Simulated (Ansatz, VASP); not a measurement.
Zr3CN3: VASP beside Ansatz

Contents of INCAR:

```
SYSTEM = Zr3CN3
  PREC = Accurate
  ENCUT = 600
  EDIFF = 1E-6
  ISMEAR = 0
  SIGMA = 0.1
  LREAL = .FALSE.
  LASPH = .TRUE.
  NELM = 100
  ALGO = Normal
  ISIF = 3
  LWAVE = .FALSE.
  LCHARG = .FALSE.
  GGA = PE
  IBRION = 2
  NSW = 100
  EDIFFG = -0.01
```

KPOINTS

```
Automatic mesh
0
G
  8 8 8
  0 0 0
```

File POSCAR:

```
Zr3CN3
1.0
    4.5510305199      0.0000000000      0.0000000000
    0.0000000000      4.5510305199      0.0000000000
    0.0000000000      0.0000000000      4.5510305199
Zr C N
3 1 3
Direct
    0.5000000000      0.0000000000      0.0000000000
    0.0000000000      0.5000000000      0.0000000000
    0.0000000000      0.0000000000      0.5000000000
    0.0000000000      0.0000000000      0.0000000000
    0.0000000000      0.5000000000      0.5000000000
    0.5000000000      0.0000000000      0.5000000000
    0.5000000000      0.5000000000      0.0000000000
```

Input for Ansatz:

```yaml
crystal:
  lattice:
    - [4.5510305199, 0.0, 0.0]
    - [0.0, 4.5510305199, 0.0]
    - [0.0, 0.0, 4.5510305199]
  atoms:
    - { symbol: Zr, position: [0.5, 0.0, 0.0] }
    - { symbol: Zr, position: [0.0, 0.5, 0.0] }
    - { symbol: Zr, position: [0.0, 0.0, 0.5] }
    - { symbol: C, position: [0.0, 0.0, 0.0] }
    - { symbol: "N", position: [0.0, 0.5, 0.5] }
    - { symbol: "N", position: [0.5, 0.0, 0.5] }
    - { symbol: "N", position: [0.5, 0.5, 0.0] }
basis:
  ecutwfc: 420
kpoints:
  mp_grid: { grid: [8, 8, 8] }
hamiltonian:
  xc: pbe
scf:
  occupations: { method: gaussian, width: 0.1 }
output:
  forces: true
  stress: true
  eigenvalues: true
  write_density: true
  write_potential: true
  elf: true
  volumetric_format: npy
relax:
  adjacent_minimum: "off"
  f_tol: 0.01
  max_steps: 80
  cell: { stress_tol: 0.05 }
```

Change from the starting cell: species swapped into the Ca3AsBr3 type (Pm-3m, No. 221).

Alike in both runs: task relaxation of cell and atoms; functional PBE; k mesh 8 × 8 × 8; occupations gaussian, width 0.1 eV; no spin polarisation.

|  | VASP | Ansatz |
| --- | --- | --- |
| version | VASP 6.6.1 | Ansatz 0.2.0 |
| potentials or method | VASP PAW PBE potentials, release 64 (Zr_sv, C, N) | scalar-relativistic, plane waves, PAW |
| plane-wave cutoff (eV) | 600 | 420 |
| valence electrons in the cell | 55 | 55 |

|  | VASP | Ansatz | Ansatz less VASP |
| --- | --- | --- | --- |
| gap on the k mesh at the Fermi level, each at its own relaxed structure (eV) | none | none | - |
| relaxed volume (Å³/atom) | 13.47 | 13.47 | 0.000 |
| relaxed cell length with the largest relative difference (Å) | 4.551 | 4.551 | 0.0000 |

A gap of «none» marks a metal or a gap that the smearing closes.

Caveats: the relaxation stopped at its first step, so nothing moved.
